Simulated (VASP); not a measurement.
Calculation: r2SCAN+rVV10, VASP's PBE PAW potentials (set 64) (plane waves; VASP).

A VASP calculation is set up with these files.

INCAR:
```
! general
SYSTEM   = NaF
PREC     = Accurate
ENCUT    = 520
LREAL    = F
LASPH    = T

! electronic loop
EDIFF    = 1E-6
NELM     = 100
ALGO     = Normal
LMIXTAU  = T

! smearing
ISMEAR   = 0
SIGMA    = 0.05

! functional
METAGGA  = R2SCAN
LUSE_VDW = T
BPARAM   = 11.95
CPARAM   = 0.0093

! ions
IBRION   = 2
NSW      = 60
ISIF     = 3
EDIFFG   = -0.01

! output
LWAVE    = F
LCHARG   = F
```

### KPOINTS
```
Automatic mesh
0
Gamma
9 9 9
0 0 0
```

File POSCAR:
```
NaF
1
    0.0000000000     2.3150000000     2.3150000000
    2.3150000000     0.0000000000     2.3150000000
    2.3150000000     2.3150000000     0.0000000000
Na F
1 1
Direct
  0.0000000000   0.0000000000   0.0000000000
  0.5000000000   0.5000000000   0.5000000000
```

POTCAR, in this order: Na_pv F (PBE.64 set). Program: vasp_std.

Energy and stress use the plane-wave basis of the starting cell.

### Question
Predict the energy per atom (σ→0), volume per atom, band gap (on the k-mesh).

### Answer

```
Item                              Result
------------------------  --------------
energy per atom (σ→0)     -6.047 eV/atom
band gap (on the k-mesh)         7.41 eV
volume per atom           11.78 Å^3/atom
```

**OSZICAR**
```
...
DAV:   5    -0.120935349883E+02   -0.27281E-02   -0.13539E-03   770   0.596E-01    0.778E-03
DAV:   6    -0.120937638667E+02   -0.22888E-03   -0.69076E-05   782   0.152E-01    0.471E-03
DAV:   7    -0.120937386222E+02    0.25244E-04   -0.17528E-05   770   0.721E-02    0.315E-03
DAV:   8    -0.120937466853E+02   -0.80630E-05   -0.55577E-06   776   0.321E-02    0.148E-03
DAV:   9    -0.120937326285E+02    0.14057E-04   -0.11757E-06   776   0.202E-02    0.118E-03
DAV:  10    -0.120937350182E+02   -0.23897E-05   -0.94068E-07   770   0.177E-02    0.174E-04
DAV:  11    -0.120937350677E+02   -0.49518E-07   -0.27004E-08   385   0.278E-03
   5 F= -.12093735E+02 E0= -.12093735E+02  d E =-.128231E-01
```

The compound is NaF in the rock salt structure. This run relaxes it. Symmetry was kept, so distortions that lower it aren't found.
